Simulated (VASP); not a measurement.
Input of a VASP 6.6.1 run:

The input POSCAR:

```
Mg2C
1.0
    0.0000000000      2.7109426181      2.7109426181
    2.7109426181      0.0000000000      2.7109426181
    2.7109426181      2.7109426181      0.0000000000
C Mg
1 2
Direct
    0.0000000000      0.0000000000      0.0000000000
    0.2500000000      0.2500000000      0.2500000000
    0.7500000000      0.7500000000      0.7500000000
```

The input INCAR.step1:

```
SYSTEM = Mg2C
ALGO = Normal
EDIFF = 1E-4
ENCUT = 520
GGA = PE
ISMEAR = 0
LASPH = .True.
LCHARG = .False.
LREAL = .False.
LWAVE = .True.
NBANDS = 11
NELM = 100
PREC = Accurate
SIGMA = 0.01
```

File INCAR.step2:

```
SYSTEM = Mg2C
ALGO = Normal
EDIFF = 1E-7
ENCUT = 520
ISIF = 2
ISMEAR = 0
ISTART = 1
LASPH = .True.
LCHARG = .True.
LELF = .True.
LMIXTAU = .True.
LREAL = .False.
LVHAR = .True.
LWAVE = .False.
METAGGA = R2SCAN
NBANDS = 11
NELM = 100
PREC = Accurate
SIGMA = 0.01
```

KPOINTS

```
k-points
0
Gamma
  6 6 6
  0 0 0
```

Potentials or basis: VASP PAW PBE potentials, release 64 (C, Mg).

The run is started by

```sh
$ cat potpaw_PBE.64/C/POTCAR potpaw_PBE.64/Mg/POTCAR > POTCAR
$ cp INCAR.step1 INCAR
$ mpirun -np 1 vasp_std > vasp.out
$ cp INCAR.step2 INCAR
$ mpirun -np 1 vasp_std > vasp.out
```

Q: Estimate the band gap on the k mesh.

A: 1.11 eV, indirect (least direct gap 1.95 eV).

Q: What does it give for the pressure?

A: -0.4 GPa.

Caveat: the PAW data sets were made with another functional, which shifts forces and pressure a little. r2SCAN opens gaps a little over a GGA but as a rule still falls short of measured ones.
